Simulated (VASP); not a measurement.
Here is the system:

```xyz
3
Lattice="3.6114 0.0000 0.0000 -1.8057 3.1276 0.0000 0.0000 0.0000 16.9363" Properties=species:S:1:pos:R:3 pbc="T T T"
Sn     0.0000     0.0000     8.4681
S      0.0000     2.0851     9.9363
S      1.8057     1.0425     7.0000
```

Method: PBE GGA, VASP's PBE PAW potentials (set 64) (plane waves; VASP 6.6.1). Settings: 300 eV cut-off, 11×11×1 Γ-centred mesh, Fermi-Dirac smearing of 0.050 eV, potentials Sn_d S.

The cell holds a wide vacuum, so values per volume refer to the whole cell.

**Question.** Estimate the energy per atom (σ→0).

**Answer.** 
```yaml
energy per atom (σ→0): -4.383 eV/atom
```

Only differences to runs with the same potentials and settings are physical.

The cell is a sheet with vacuum, built from a generated structure.
